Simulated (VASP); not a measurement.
Data:

```
CdSe
1.0
    0.00000     3.02500     3.02500
    3.02500     0.00000     3.02500
    3.02500     3.02500     0.00000
Cd Se
1 1
Direct
  0.00000   0.00000   0.00000
  0.25000   0.25000   0.25000
```

The numbers are results of PBE GGA, VASP's PBE PAW potentials (set 64) (plane waves; VASP), not measurements. Settings: 300 eV cut-off, 9×9×9 Γ-centred mesh, Fermi-Dirac smearing of 0.050 eV, potentials Cd Se.

At this cut-off the stress carries a Pulay error, which pulls relaxed volumes low.

Task: Estimate the energy per atom (σ→0), pressure, band gap (on the k-mesh) with the smallest direct gap where there is one.

Result: 
band gap (on the k-mesh): 0.64 eV
smallest direct gap (on the k-mesh): 0.64 eV
energy per atom (σ→0): -2.721 eV/atom
pressure: 4.12 GPa

The structure is a typed CdSe crystal (F-43m). The cell was not relaxed at this level.
